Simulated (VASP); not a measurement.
Input:

```
CELL_PARAMETERS angstrom
      3.24684     0.00000     0.00000
      0.00000     3.24684     0.00000
      0.00000     0.00000     3.24684
ATOMIC_POSITIONS crystal
  In 0.50000 0.50000 0.50000
  Pd 0.00000 0.00000 0.00000
```

The numbers are results of AM05 GGA, VASP's PBE PAW potentials (set 64) (plane waves; VASP 6.6.1), not measurements. Run with 520 eV cut-off, Gaussian smearing of 0.050 eV, potentials In_d Pd.

Give the energies of bands 6 to 14 at the high-symmetry points, in eV from the Fermi level.

```json
[
 {"band": "6", "Γ": "-10.35", "X": "-6.75", "M": "-6.34", "R": "-5.08"},
 {"band": "7", "Γ": "-3.98", "X": "-6.26", "M": "-3.65", "R": "-5.08"},
 {"band": "8", "Γ": "-3.98", "X": "-3.98", "M": "-2.79", "R": "-5.08"},
 {"band": "9", "Γ": "-2.37", "X": "-3.41", "M": "-2.79", "R": "-1.73"},
 {"band": "10", "Γ": "-2.37", "X": "-3.41", "M": "-2.51", "R": "-1.73"},
 {"band": "11", "Γ": "-2.37", "X": "-2.46", "M": "-2.51", "R": "-0.04"},
 {"band": "12", "Γ": "4.18", "X": "-1.18", "M": "-1.77", "R": "3.72"},
 {"band": "13", "Γ": "4.18", "X": "9.70", "M": "1.52", "R": "3.72"},
 {"band": "14", "Γ": "4.18", "X": "9.70", "M": "2.48", "R": "3.72"}
]
```

It has no gap at this level: it comes out as a metal or semimetal.

The compound is PdIn in the CsCl type structure. It was relaxed first. The electron count is odd and the run is not spin-polarised, which forces a metal.
